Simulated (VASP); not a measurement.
CoAl (CsCl type) relaxed at rising pressure, in one space group throughout; other phases were not tried. The pressures are those reached. All values below come from PBEsol GGA, VASP's PBE PAW potentials (set 64) (plane waves; VASP).

```
P (GPa)  V (Å³/atom)    k-mesh
-------  -----------  --------
0.23          11.236  13×13×13
5.12          10.970  13×13×13
10.12         10.730  13×13×13
19.88         10.326  13×13×13
29.85          9.982  13×13×13
```

A change of mesh leaves a small step in the series.

**Question.** Fit an equation of state and predict the volume at 45.00 GPa.

**Answer.** Least squares on the third-order Birch-Murnaghan form, P = (3B0/2)(y⁷ − y⁵)[1 + (3/4)(B′ − 4)(y² − 1)] with y = (V0/V)^(1/3), gives V0 = 11.249 Å³/atom, B0 = 193 GPa and B′ = 4.3, and so 9.549 Å³/atom. The run gave 9.548 Å³/atom, -0.0 % from the fit.

Pressures at which the relaxation failed are left out.

The compound is CoAl in the CsCl type structure. The run is not spin-polarised, so no magnetic state was tried.
